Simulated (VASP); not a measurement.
These are PBE GGA, VASP's PBE PAW potentials (set 64) (plane waves; VASP 6.6.1) values and carry that method's errors.

VASP input:

**KPOINTS**
```
Automatic
0
Gamma
  12 12 6
0 0 0
```

INCAR:
```
SYSTEM = Cd
PREC = Accurate; ENCUT = 400; LREAL = .FALSE.
LASPH = .TRUE.
EDIFF = 1E-6; NELM = 100; ALGO = Fast
LMAXMIX = 4
ISMEAR = 1; SIGMA = 0.1
GGA = PE
ISIF = 2
LWAVE = .FALSE.; LCHARG = .FALSE.
```

### POSCAR
```
Cd
1
    1.5198000000    -2.6323710000     0.0000000000
    1.5198000000     2.6323710000     0.0000000000
    0.0000000000     0.0000000000     5.7324000000
Cd
2
Direct
  0.3333330000   0.6666670000   0.2500000000
  0.6666670000   0.3333330000   0.7500000000
```

POTCAR, in this order: Cd (PBE.64 set). Program: vasp_std.

The resulting files:

**OUTCAR**
```
 ion  position               nearest neighbor table
   1  0.333  0.667  0.250-   2 3.36   2 3.36   2 3.36   2 3.36   2 3.36   2 3.36
   2  0.667  0.333  0.750-   1 3.36   1 3.36   1 3.36   1 3.36   1 3.36   1 3.36
  LATTYP: Found a hexagonal cell.
 ALAT       =     3.0396001582
 C/A-ratio  =     1.8859059421
 Subroutine PRICEL returns:
 Original cell was already a primitive cell.
 Subroutine GETGRP returns: Found 24 space group operations
The static configuration has the point symmetry D_3d.
 The point group associated with its full space group is D_6h.
The dynamic configuration has the point symmetry D_3d.
 Subroutine INISYM returns: Found 24 space group operations
 Subroutine IBZKPT returns following result:
 Found     76 irreducible k-points:

 Following reciprocal coordinates:
            Coordinates               Weight
  0.000000  0.000000  0.000000      1.000000
  0.083333  0.000000  0.000000      6.000000
  0.166667  0.000000  0.000000      6.000000
  0.250000  0.000000  0.000000      6.000000
  0.333333  0.000000  0.000000      6.000000
  0.416667  0.000000  0.000000      6.000000
  0.500000  0.000000  0.000000      3.000000
...
```

**OSZICAR**
```
       N       E                     dE             d eps       ncg     rms          rms(c)
DAV:   1     0.141764732514E+03    0.14176E+03   -0.11581E+04  2448   0.122E+03
DAV:   2     0.127743437170E+01   -0.14049E+03   -0.13794E+03  2536   0.341E+02
DAV:   3    -0.157335435083E+01   -0.28508E+01   -0.28477E+01  2928   0.580E+01
DAV:   4    -0.157646747380E+01   -0.31131E-02   -0.31131E-02  2904   0.167E+00
DAV:   5    -0.157647645252E+01   -0.89787E-05   -0.89789E-05  2896   0.818E-02    0.394E+00
RMM:   6    -0.149202934804E+01    0.84447E-01   -0.24895E-01  2438   0.520E+00    0.322E+00
RMM:   7    -0.148862735043E+01    0.34020E-02   -0.32701E-02  2473   0.142E+00    0.159E+00
RMM:   8    -0.148918651122E+01   -0.55916E-03   -0.50724E-03  2499   0.110E+00    0.111E-01
RMM:   9    -0.148925587770E+01   -0.69366E-04   -0.68964E-04  2598   0.264E-01    0.493E-02
RMM:  10    -0.148928743050E+01   -0.31553E-04   -0.16534E-04  2568   0.187E-01    0.201E-02
RMM:  11    -0.148928600062E+01    0.14299E-05   -0.11426E-05  2645   0.356E-02    0.498E-03
RMM:  12    -0.148928610649E+01   -0.10586E-06   -0.60642E-07  1616   0.101E-02
   1 F= -.14892861E+01 E0= -.14895171E+01  d E =0.692883E-03
```

### OUTCAR
```
------------------------ aborting loop because EDIFF is reached ----------------------------------------
  FORCE on cell =-STRESS in cart. coord.  units (eV):
  Direction    XX          YY          ZZ          XY          YZ          ZX
  --------------------------------------------------------------------------------------
  Total       -0.4761797     -0.4761798      0.2270983      0.0000000     -0.0000000      0.0000000
  in kB      -16.6334154    -16.6334177      7.9327634      0.0000000     -0.0000000      0.0000000
  external PRESSURE =      -8.4446899 kB  Pullay stress =       0.0000000 kB
  volume of cell :       45.87
      direct lattice vectors                 reciprocal lattice vectors
     1.519800000 -2.632371000  0.000000000     0.328990657 -0.189942831  0.000000000
     1.519800000  2.632371000  0.000000000     0.328990657  0.189942831  0.000000000
     0.000000000  0.000000000  5.732400000     0.000000000  0.000000000  0.174447003
 POSITION                                       TOTAL-FORCE (eV/Angst)
 -----------------------------------------------------------------------------------
      1.51980      0.87746      1.43310         0.000000      0.000000      0.000000
      1.51980     -0.87746      4.29930        -0.000000     -0.000000      0.000000
 -----------------------------------------------------------------------------------
    total drift:                                0.000013      0.000207      0.000002
  FREE ENERGIE OF THE ION-ELECTRON SYSTEM (eV)
  ---------------------------------------------------
  free  energy   TOTEN  =        -1.4892861065 eV

  energy  without entropy=       -1.4899789890  energy(sigma->0) =       -1.48951707
```
(Selected blocks of OUTCAR.)

OUTCAR:
```
 val. band max:        2.5695334323   @ k =   0.4167   0.0000   0.0000

 cond. band min:       2.6574076904   @ k =   0.3333   0.3333   0.1667


 Fermi energy:         2.6114380138

 k-point     1 :       0.0000    0.0000    0.0000
  band No.  band energies     occupation
      1      -7.0885      2.00000
      2      -6.8619      2.00000
      3      -6.5567      2.00000
      4      -6.5567      2.00000
      5      -6.5128      2.00000
      6      -6.5128      2.00000
      7      -6.0979      2.00000
      8      -6.0979      2.00000
      9      -5.9053      2.00000
     10      -5.8767      2.00000
     11      -5.8767      2.00000
     12      -0.5080      2.00000
     13      -0.2120      2.00000
     14      12.7575      0.00000
     15      16.7707      0.00000
     16      16.7827      0.00000

 k-point     2 :       0.0833    0.0000    0.0000
  band No.  band energies     occupation
      1      -7.0275      2.00000
      2      -6.8134      2.00000
      3      -6.5766      2.00000
      4      -6.5322      2.00000
      5      -6.5001      2.00000
      6      -6.4578      2.00000
      7      -6.1430      2.00000
      8      -6.1168      2.00000
      9      -5.9514      2.00000
     10      -5.8757      2.00000
     11      -5.7534      2.00000
     12      -0.4046      2.00000
     13       0.0356      2.00000
     14      12.9668      0.00000
     15      14.3588      0.00000
     16      15.6057      0.00000

 k-point     3 :       0.1667    0.0000    0.0000
  band No.  band energies     occupation
      1      -6.9297      2.00000
      2      -6.7324      2.00000
      3      -6.6329      2.00000
      4      -6.5054      2.00000
      5      -6.3418      2.00000
      6      -6.3056      2.00000
      7      -6.2897      2.00000
      8      -6.1660      2.00000
      9      -6.1090      2.00000
     10      -5.8767      2.00000
     11      -5.2482      2.00000
     12      -0.0712      2.00000
     13       0.7290      2.00000
...
```

The compound is Cd in the hcp structure. The cell was not relaxed at this level. The run is one of a series of settings (ALGO = Fast against the base run), some of them coarse on purpose.
